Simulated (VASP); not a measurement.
Crystal: Ag.

```xyz
1
Lattice="0.0000 2.0427 2.0427 2.0427 0.0000 2.0427 2.0427 2.0427 0.0000" Properties=species:S:1:pos:R:3 pbc="T T T"
Ag    0.0000    0.0000    0.0000
```

- Program: VASP 6.6.1
- Task: relaxation of cell and atoms
- Functional: PBEsol
- Potentials or basis: VASP PAW PBE potentials, release 64 (Ag)
- Cutoff: 600 eV
- k mesh: 16 × 16 × 16
- Occupations: methfessel-paxton, width 0.1 eV
- Spin: no spin polarisation

At the start: pressure -2.8 GPa; volume 17.05 Å³/atom.

Question: Where does the relaxation end?

Answer: Over 3 steps the energy falls by 3.8 meV/atom and the volume is 16.63 Å³/atom (-2.5 %); space group Fm-3m (No. 225, to 0.05 Å).

The path:
```
step  energy change (eV)  largest force (eV/Å)  pressure (GPa)  volume (Å³)
   1              0.0000                0.0000           -2.79        17.05
   2             -0.0017                0.0000            2.30        16.33
   3             -0.0038                0.0000           -0.01        16.63
```

Final structure:
```yaml
crystal:
  lattice:
    - [0.00000, 2.02576, 2.02576]
    - [2.02576, 0.00000, 2.02576]
    - [2.02576, 2.02576, 0.00000]
  atoms:
    - { symbol: Ag, position: [0.00000, 0.00000, 0.00000] }
```

Caveat: the PAW data sets were made with another functional, which shifts forces and pressure a little.
